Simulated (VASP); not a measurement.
Computed with PBE GGA, VASP's PBE PAW potentials (set 64) (plane waves; VASP).

VASP ran on this input.

### KPOINTS
```
Automatic mesh
0
Gamma
18 18 18
0 0 0
```

**INCAR**
```
# general
SYSTEM   =  GaAs
PREC     =  Accurate
ENCUT    =  400
LREAL    =  .FALSE.
LASPH    =  .TRUE.
NBANDS   =  39

# electronic loop
EDIFF    =  1E-7
NELM     =  100
ALGO     =  Normal
LMAXMIX  =  4

# smearing
ISMEAR   =  0
SIGMA    =  0.01

# functional
GGA      =  PE

# output
LWAVE    =  .FALSE.
LCHARG   =  .FALSE.
NEDOS    =  1001

# other
LOPTICS  =  .TRUE.
CSHIFT   =  0.1
```

**POSCAR**
```
GaAs
1
    0.0000000000     2.8708749040     2.8708749040
    2.8708749040     0.0000000000     2.8708749040
    2.8708749040     2.8708749040     0.0000000000
Ga As
1 1
Direct
  0.0000000000   0.0000000000   0.0000000000
  0.2500000000   0.2500000000   0.2500000000
```

POTCAR, in this order: Ga_d As (PBE.64 set). Program: vasp_std.

What VASP printed:

### OUTCAR
```
 ion  position               nearest neighbor table
   1  0.000  0.000  0.000-   2 2.49   2 2.49   2 2.49   2 2.49
   2  0.250  0.250  0.250-   1 2.49   1 2.49   1 2.49   1 2.49
  LATTYP: Found a face centered cubic cell.
 ALAT       =     5.7417498080
 Subroutine PRICEL returns:
 Original cell was already a primitive cell.
 Subroutine GETGRP returns: Found 24 space group operations
The static configuration has the point symmetry T_d .
The dynamic configuration has the point symmetry T_d .
 Subroutine INISYM returns: Found 24 space group operations
 Subroutine IBZKPT returns following result:
 Found    195 irreducible k-points:

 Following reciprocal coordinates:
            Coordinates               Weight
  0.000000  0.000000  0.000000      1.000000
  0.055556  0.000000  0.000000      8.000000
  0.111111  0.000000  0.000000      8.000000
  0.166667  0.000000  0.000000      8.000000
  0.222222  0.000000  0.000000      8.000000
  0.277778  0.000000  0.000000      8.000000
  0.333333  0.000000  0.000000      8.000000
  0.388889  0.000000  0.000000      8.000000
  0.444444  0.000000  0.000000      8.000000
  0.500000  0.000000  0.000000      4.000000
  0.055556  0.055556  0.000000      6.000000
  0.111111  0.055556  0.000000     24.000000
  0.166667  0.055556  0.000000     24.000000
  0.222222  0.055556  0.000000     24.000000
  0.277778  0.055556  0.000000     24.000000
  0.333333  0.055556  0.000000     24.000000
  0.388889  0.055556  0.000000     24.000000
  0.444444  0.055556  0.000000     24.000000
  0.500000  0.055556  0.000000     24.000000
 -0.444444  0.055556  0.000000     24.000000
 -0.388889  0.055556  0.000000     24.000000
 -0.333333  0.055556  0.000000     24.000000
 -0.277778  0.055556  0.000000     24.000000
 -0.222222  0.055556  0.000000     24.000000
 -0.166667  0.055556  0.000000     24.000000
 -0.111111  0.055556  0.000000     24.000000
 -0.055556  0.055556  0.000000     12.000000
  0.111111  0.111111  0.000000      6.000000
  0.166667  0.111111  0.000000     24.000000
  0.222222  0.111111  0.000000     24.000000
  0.277778  0.111111  0.000000     24.000000
  0.333333  0.111111  0.000000     24.000000
  0.388889  0.111111  0.000000     24.000000
  0.444444  0.111111  0.000000     24.000000
  0.500000  0.111111  0.000000     24.000000
 -0.444444  0.111111  0.000000     24.000000
 -0.388889  0.111111  0.000000     24.000000
 -0.333333  0.111111  0.000000     24.000000
 -0.277778  0.111111  0.000000     24.000000
 -0.222222  0.111111  0.000000     24.000000
   k-points           NKPTS =    195   k-points in BZ     NKDIM =    195   number of bands    NBANDS=     39
   number of dos      NEDOS =   1001   number of ions     NIONS =      2
   total plane-waves  NPLWV =  21952
   dimension x,y,z NGX =    28 NGY =   28 NGZ =   28
   dimension x,y,z NGXF=    56 NGYF=   56 NGZF=   56
   ions per type =               1   1
   PREC   = accura    normal or accurate (medium, high low for compatibility)
   ISTART =      0    job   : 0-new  1-cont  2-samecut
   ICHARG =      2    charge: 1-file 2-atom 10-const
   ISPIN  =      1    spin polarized calculation?
   LNONCOLLINEAR =      F non collinear calculations
   LSORBIT =      F    spin-orbit coupling
   INIWAV =      1    electr: 0-lowe 1-rand  2-diag
   ENCUT  =  400.0 eV  29.40 Ry    5.42 a.u.   6.62  6.62  6.62*2*pi/ulx,y,z
   NELM   =    100;   NELMIN=  2; NELMDL= -5     # of ELM steps
   EDIFF  = 0.1E-06   stopping-criterion for ELM
   LREAL  =      F    real-space projection
   NLSPLINE    = F    spline interpolate recip. space projectors
   LMAXMIX     =    4 max onsite mixed and CHGCAR
...
```

### OSZICAR
```
       N       E                     dE             d eps       ncg     rms          rms(c)
DAV:   1     0.129065394897E+03    0.12907E+03   -0.54417E+03 19929   0.541E+02
DAV:   2     0.627072902355E+01   -0.12279E+03   -0.10710E+03 16017   0.225E+02
DAV:   3    -0.814426627383E+01   -0.14415E+02   -0.14212E+02 18389   0.436E+01
DAV:   4    -0.842384486984E+01   -0.27958E+00   -0.27944E+00 17911   0.635E+00
DAV:   5    -0.842518774011E+01   -0.13429E-02   -0.13428E-02 17880   0.442E-01    0.277E+00
DAV:   6    -0.829088356130E+01    0.13430E+00   -0.83092E-02 22812   0.306E+00    0.166E+00
DAV:   7    -0.827403037544E+01    0.16853E-01   -0.27974E-02 18206   0.645E-01    0.581E-01
DAV:   8    -0.827499221024E+01   -0.96183E-03   -0.57327E-03 17764   0.384E-01    0.871E-02
DAV:   9    -0.827539537083E+01   -0.40316E-03   -0.54123E-04 17956   0.134E-01    0.604E-02
DAV:  10    -0.827544707398E+01   -0.51703E-04   -0.24421E-05 18313   0.189E-02    0.335E-02
DAV:  11    -0.827549869286E+01   -0.51619E-04   -0.36900E-05 17359   0.199E-02    0.312E-03
DAV:  12    -0.827549941159E+01   -0.71874E-06   -0.66477E-07 19569   0.260E-03    0.149E-03
DAV:  13    -0.827549968018E+01   -0.26859E-06   -0.14665E-07 17649   0.115E-03    0.565E-04
DAV:  14    -0.827549972764E+01   -0.47463E-07   -0.35833E-09 13241   0.213E-04
   1 F= -.82754997E+01 E0= -.82754997E+01  d E =-.573374E-23
 imaginary and real dielectric function
```

OUTCAR:
```
------------------------ aborting loop because EDIFF is reached ----------------------------------------
  FORCE on cell =-STRESS in cart. coord.  units (eV):
  Direction    XX          YY          ZZ          XY          YZ          ZX
  --------------------------------------------------------------------------------------
  Total        0.0329475      0.0329475      0.0329475      0.0000000      0.0000000     -0.0000000
  in kB        1.1154746      1.1154746      1.1154746      0.0000000      0.0000000     -0.0000000
  external PRESSURE =       1.1154746 kB  Pullay stress =       0.0000000 kB
  volume of cell :       47.32
      direct lattice vectors                 reciprocal lattice vectors
     0.000000000  2.870874904  2.870874904    -0.174162935  0.174162935  0.174162935
     2.870874904  0.000000000  2.870874904     0.174162935 -0.174162935  0.174162935
     2.870874904  2.870874904  0.000000000     0.174162935  0.174162935 -0.174162935
  FREE ENERGIE OF THE ION-ELECTRON SYSTEM (eV)
  ---------------------------------------------------
  free  energy   TOTEN  =        -8.2754997276 eV

  energy  without entropy=       -8.2754997276  energy(sigma->0) =       -8.27549973

 plasma frequency squared (from intraband transitions) (eV^2)
  --------------------------------------------------------------------------------------
       0.000      -0.000      -0.000
       0.000       0.000      -0.000
      -0.000       0.000       0.000

 plasma frequency squared (from interband transitions, int dw w eps(2)(w)) (eV^2)
  --------------------------------------------------------------------------------------
     278.969       0.000       0.000       0.000       0.000      -0.000
       0.000      -0.000     278.969       0.000       0.000      -0.000
       0.000       0.000       0.000       0.000     278.969       0.000
```
(Selected blocks of OUTCAR.)

OUTCAR:
```
 val. band max:        3.5056230417   @ k =   0.0000   0.0000   0.0000

 cond. band min:       3.6825670687   @ k =   0.0000   0.0000   0.0000


 Fermi energy:         3.5694707301

 k-point     1 :       0.0000    0.0000    0.0000
  band No.  band energies     occupation
      1     -11.2209      2.00000
      2     -11.2209      2.00000
      3     -11.2209      2.00000
      4     -11.1525      2.00000
      5     -11.1525      2.00000
      6      -8.8969      2.00000
      7       3.5056      2.00000
      8       3.5056      2.00000
      9       3.5056      2.00000
     10       3.6826      0.00000
     11       7.2228      0.00000
     12       7.2228      0.00000
     13       7.2228      0.00000
     14      10.9516      0.00000
     15      13.5146      0.00000
     16      13.5146      0.00000
     17      14.9485      0.00000
     18      14.9485      0.00000
     19      14.9485      0.00000
     20      17.8419      0.00000
     21      28.1049      0.00000
     22      28.1049      0.00000
     23      28.1049      0.00000
     24      29.1934      0.00000
     25      29.1934      0.00000
     26      29.1934      0.00000
     27      29.8479      0.00000
     28      29.8479      0.00000
     29      29.8479      0.00000
     30      30.4540      0.00000
     31      30.4540      0.00000
     32      37.4267      0.00000
     33      41.3482      0.00000
     34      41.3482      0.00000
     35      41.6636      0.00000
     36      41.6636      0.00000
     37      41.6636      0.00000
     38      42.2405      0.00000
     39      42.8818      0.00000

 k-point     2 :       0.0556    0.0000    0.0000
  band No.  band energies     occupation
      1     -11.2233      2.00000
      2     -11.2204      2.00000
      3     -11.2204      2.00000
      4     -11.1525      2.00000
      5     -11.1525      2.00000
      6      -8.8628      2.00000
      7       2.6965      2.00000
      8       3.4572      2.00000
      9       3.4572      2.00000
...
```

The dielectric response may not be converged in the k-mesh; for small gaps it tends to come out too large.

The compound is GaAs in the zinc blende structure. It was relaxed first.
